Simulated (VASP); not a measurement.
W (bcc) is relaxed at rising pressure, each step from the one before. Symmetry mostly holds the structure type, and other phases were not tried. The mesh follows the cell, and a change of mesh leaves a small step in the series.

Data:

```cif
data_W2
_chemical_formula_sum 'W2'
_space_group_name_H-M_alt 'Im-3m'
_space_group_IT_number 229
_space_group_name_Hall '-I 4 2 3'
_cell_length_a 3.18437
_cell_length_b 3.18437
_cell_length_c 3.18437
_cell_angle_alpha 90.000
_cell_angle_beta 90.000
_cell_angle_gamma 90.000
loop_
_atom_site_label
_atom_site_type_symbol
_atom_site_symmetry_multiplicity
_atom_site_Wyckoff_symbol
_atom_site_fract_x
_atom_site_fract_y
_atom_site_fract_z
_atom_site_occupancy
W1 W 2 a 0.00000 0.00000 0.00000 1
```
(The calculation used a cell of 1 atom; values per cell refer to that cell.)

Calculation: PBE GGA, VASP's PBE PAW potentials (set 64) (plane waves; VASP). Numerical set-up: 500 eV cut-off, 16×16×16 Γ-centred mesh, first-order Methfessel-Paxton smearing of 0.10 eV, potentials W_sv.

Unless said otherwise, spin-orbit coupling is left out, though it shifts the bands of the heavy elements here.

| P (GPa) | V (Å³/atom) | H − H(0) (eV/atom) | space group | gap on the mesh (eV) | k-mesh |
|---|---|---|---|---|---|
| 0 | 16.15 | 0.000 | Im-3m | 0.00 | 16×16×16 |
| 5 | 15.90 | 0.500 | Im-3m | 0.00 | 16×16×16 |
| 10 | 15.66 | 0.992 | Im-3m | 0.00 | 16×16×16 |
| 20 | … | … | Im-3m | 0.00 | 16×16×16 |
| 30 | 14.87 | 2.896 | Im-3m | 0.00 | 16×16×16 |
| 45 | … | … | Im-3m | 0.00 | 17×17×17 |

Q: Fill in the missing entries.

A: 
- 20, V (Å³/atom): 15.24
- 20, H − H(0) (eV/atom): 1.956
- 45, V (Å³/atom): 14.38
- 45, H − H(0) (eV/atom): 4.270

Pressures at which the relaxation failed are left out.

The compound is W in the bcc structure.
